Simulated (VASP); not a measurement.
Level of theory: LDA (Ceperley-Alder, Perdew-Zunger), VASP's LDA PAW potentials (set 64) (plane waves; VASP).

VASP ran on this input.

**INCAR**
```
ISIF = 3
IBRION = 2   ! conjugate gradients
SYSTEM = TiTe2
EDIFFG = -0.01
LMAXMIX = 4   ! l cut-off of mixed one-centre charges
SIGMA = 0.2   ! width (eV)
ENCUT = 300
LASPH = .TRUE.   ! aspherical one-centre terms
LCHARG = .FALSE.
NSW = 50   ! most ionic steps
NELM = 100
LWAVE = .FALSE.
PREC = Accurate
ALGO = Normal   ! blocked Davidson
ISMEAR = 0
EDIFF = 1E-6   ! SCF stop (eV)
LREAL = .FALSE.   ! projection in real space or not
```

KPOINTS:
```
K-points
0
Gamma
 10 10 5
0 0 0
```

POSCAR:
```
TiTe2
1
    3.8418010000     0.0000000000     0.0000000000
   -1.9209010000     3.3270980000     0.0000000000
    0.0000000000     0.0000000000     6.7491540000
Ti Te
1 2
Direct
  0.0000000000   0.0000000000   0.0000000000
  0.6666670000   0.3333330000   0.7498300000
  0.3333330000   0.6666670000   0.2501700000
```

POTCAR, in this order: Ti_sv Te (LDA.64 set). Program: vasp_std.

At this cut-off the stress carries a Pulay error, which pulls relaxed volumes low. Energy and stress use the plane-wave basis of the starting cell. Unless said otherwise, spin-orbit coupling is left out, though it shifts the bands of the heavy elements here.

Question: Predict the energy per atom (σ→0), volume per atom, band gap (on the k-mesh).

Answer: 
```yaml
energy per atom (σ→0): -6.120 eV/atom
band gap (on the k-mesh): none (metal, semimetal or under 0.01 eV)
volume_per_atom: 24.51 Å³/atom
```

**OSZICAR**
```
...
DAV:   2    -0.183729904482E+02    0.41380E-05   -0.20037E-02  2480   0.110E+00    0.196E-01
DAV:   3    -0.183720909466E+02    0.89950E-03   -0.97443E-03  2456   0.587E-01    0.766E-02
DAV:   4    -0.183720215138E+02    0.69433E-04   -0.44799E-04  2536   0.185E-01    0.260E-02
DAV:   5    -0.183720264999E+02   -0.49861E-05   -0.42531E-05  2616   0.359E-02    0.263E-02
DAV:   6    -0.183720330196E+02   -0.65198E-05   -0.11872E-05  3088   0.217E-02    0.862E-03
DAV:   7    -0.183720344075E+02   -0.13879E-05   -0.41689E-06  1912   0.108E-02    0.327E-03
DAV:   8    -0.183720344665E+02   -0.58950E-07   -0.69583E-07   952   0.649E-03
  13 F= -.18372034E+02 E0= -.18359699E+02  d E =-.148696E-04
```

The structure comes from a computed database's TiTe2 entry; how it stands against other phases isn't given here. This run relaxes it. Symmetry was kept, so distortions that lower it aren't found. The run is one of a series of settings (EDIFFG = -0.01, IBRION = 2, ISIF = 3, NSW = 50 against the base run), some of them coarse on purpose.
